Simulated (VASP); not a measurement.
Runs of VASP 6.6.1 on O2. The cell holds a molecule in a box, 2 atoms: a = 12.000 Å, b = 12.400 Å, c = 13.000 Å, α = 90.00°, β = 90.00°, γ = 90.00°. 

| level | potentials or basis | gap on the mesh (eV) | moment (μB) |
| --- | --- | --- | --- |
| PBEsol | VASP PAW PBE potentials, release 64 (O) | 2.26 | 2.00 |
| r2SCAN | VASP PAW PBE potentials, release 64 (O) | 3.45 | 2.00 |
| LDA | VASP PAW LDA potentials, release 64 (O) | (a) | 2.00 |
| PBE+D3(BJ) | VASP PAW PBE potentials, release 64 (O) | 2.31 | 2.00 |
| PBE | VASP PAW PBE potentials, release 64 (O) | 2.31 | 2.00 |

Alike in all rows: task relaxation of the atoms; spin collinear, ferromagnetic start; cell atoms relaxed; k mesh 1 × 1 × 1; cutoff (eV) 600; smearing gaussian 0.01 eV.

**Question.** Estimate the missing entries.

**Answer.** (a) 1.97.

Caveats: the standard files for N, O and F lose accuracy on very short bonds.

A k mesh can miss the band edges.

Not every run made on this cell is shown here.
